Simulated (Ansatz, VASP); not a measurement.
CaMg in VASP and in Ansatz

```
Ca Mg
1.0
     3.85827    0.00000    0.00000
     0.00000    3.85827    0.00000
     0.00000    0.00000    3.85827
Ca Mg
1 1
Direct
  0.00000 0.00000 0.00000
  0.50000 0.50000 0.50000
```

Alike in both runs: functional LDA; k mesh 10 × 10 × 10; occupations gaussian, width 0.1 eV; no spin polarisation.

Ansatz relaxed the structure, and its values are those at the end. VASP's run is a single point on that final structure, the one shown.

|  | VASP | Ansatz |
| --- | --- | --- |
| version | VASP 6.6.1 | Ansatz 0.2.0 |
| potentials or method | VASP PAW LDA potentials, release 64 (Ca_sv, Mg) | scalar-relativistic, plane waves, PAW |
| plane-wave cutoff (eV) | 520 | 520 |
| valence electrons in the cell | 12 | 20 |

VASP gave:

```
gap on the k mesh at the Fermi level (eV) : none
pressure (GPa)                            : -0.1
```

Q: What did Ansatz give for the same quantities?

A: gap on the k mesh at the Fermi level (eV): none; pressure (GPa): 0.0.

A gap of «none» marks a metal or a gap that the smearing closes. The two sets of potentials don't hold the same shells in valence.
